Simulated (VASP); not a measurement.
A cell of GaAs (zinc blende) near equilibrium:

```xyz
2
Lattice="0.0000 2.8321 2.8321 2.8321 0.0000 2.8321 2.8321 2.8321 0.0000" Properties=species:S:1:pos:R:3 pbc="T T T"
Ga     5.6643     5.6643     5.6643
As     1.4161     1.4161     1.4161
```

The numbers are results of r2SCAN meta-GGA, VASP's PBE PAW potentials (set 64) (plane waves; VASP 6.6.1), not measurements.

```
run               ΔE (meV/atom)   σxx   σyy   σzz  largest shear component, with its sign (GPa)  gap (eV)
----------------  -------------  ----  ----  ----  --------------------------------------------  --------
as it is                    0.0  0.17  0.17  0.17                                          0.00      0.95
after one change            2.3  0.22  0.19  0.22                                         -1.59      0.91
```
Stress is in GPa, positive when the cell is compressed; gaps are those on the k-mesh, and 0.00 means metallic.

Problem. Name the change that produced these shifts.
A. biaxial strain of +2.0 % in the xz plane
B. uniaxial strain of +3.0 % along z
C. isotropic strain of -4.0 %
D. shear strain γ_xz = +2.0 %

Solution. D, shear strain γ_xz = +2.0 %

The compound is GaAs in the zinc blende structure.
